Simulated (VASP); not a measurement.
All values below come from PBE GGA, VASP's PBE PAW potentials (set 64) (plane waves; VASP).

The input files of a VASP run:

POSCAR:
```
In
1
   -1.6575000000     1.6575000000     2.5245000000
    1.6575000000    -1.6575000000     2.5245000000
    1.6575000000     1.6575000000    -2.5245000000
In
1
Direct
  0.0000000000   0.0000000000   0.0000000000
```

**KPOINTS**
```
Automatic mesh
0
Gamma
14 14 14
0 0 0
```

INCAR:
```
# general
SYSTEM =In
PREC   =Accurate
ENCUT  =400
LREAL  =.False.
LASPH  =.True.

# electronic loop
EDIFF  =1E-3
NELM   =100
ALGO   =Normal
LMAXMIX=4

# smearing
ISMEAR =1
SIGMA  =0.1

# functional
GGA    =PE

# ions
ISIF   =2

# output
LWAVE  =.False.
LCHARG =.False.
```

POTCAR, in this order: In_d (PBE.64 set). Program: vasp_std.

The resulting files:

### OSZICAR
```
       N       E                     dE             d eps       ncg     rms          rms(c)
DAV:   1     0.642548203268E+02    0.64255E+02   -0.56633E+03  4926   0.134E+03
DAV:   2    -0.575604512167E-01   -0.64312E+02   -0.63458E+02  4966   0.264E+02
DAV:   3    -0.252665619958E+01   -0.24691E+01   -0.24574E+01  5652   0.612E+01
DAV:   4    -0.258226669246E+01   -0.55610E-01   -0.55592E-01  6222   0.922E+00
DAV:   5    -0.258461897681E+01   -0.23523E-02   -0.23522E-02  5824   0.154E+00    0.201E+00
DAV:   6    -0.256487299623E+01    0.19746E-01   -0.39703E-02  5590   0.430E+00    0.101E+00
DAV:   7    -0.256121164702E+01    0.36613E-02   -0.12812E-02  5614   0.225E+00    0.234E-01
DAV:   8    -0.256100307337E+01    0.20857E-03   -0.61459E-04  2758   0.537E-01
   1 F= -.25610031E+01 E0= -.25609450E+01  d E =-.174125E-03
```

**OUTCAR**
```
------------------------ aborting loop because EDIFF is reached ----------------------------------------
  FORCE on cell =-STRESS in cart. coord.  units (eV):
  Direction    XX          YY          ZZ          XY          YZ          ZX
  --------------------------------------------------------------------------------------
  Total       -0.1876666     -0.1876666     -0.1388833      0.0000000     -0.0000000      0.0000000
  in kB      -10.8381518    -10.8381518     -8.0208111      0.0000000     -0.0000000      0.0000000
  external PRESSURE =      -9.8990382 kB  Pullay stress =       0.0000000 kB
  volume of cell :       27.74
      direct lattice vectors                 reciprocal lattice vectors
    -1.657500000  1.657500000  2.524500000     0.000000000  0.301659125  0.198059022
     1.657500000 -1.657500000  2.524500000     0.301659125  0.000000000  0.198059022
     1.657500000  1.657500000 -2.524500000     0.301659125  0.301659125  0.000000000
 POSITION                                       TOTAL-FORCE (eV/Angst)
 -----------------------------------------------------------------------------------
      0.00000      0.00000      0.00000        -0.000000      0.000000     -0.000000
 -----------------------------------------------------------------------------------
    total drift:                               -0.000000     -0.000000      0.000000
  FREE ENERGIE OF THE ION-ELECTRON SYSTEM (eV)
  ---------------------------------------------------
  free  energy   TOTEN  =        -2.5610030734 eV

  energy  without entropy=       -2.5608289487  energy(sigma->0) =       -2.56094503
```
(Selected blocks of OUTCAR.)

The compound is In in the bct structure. The cell was not relaxed at this level. The run is one of a series of settings (EDIFF = 1E-3 against the base run), some of them coarse on purpose.
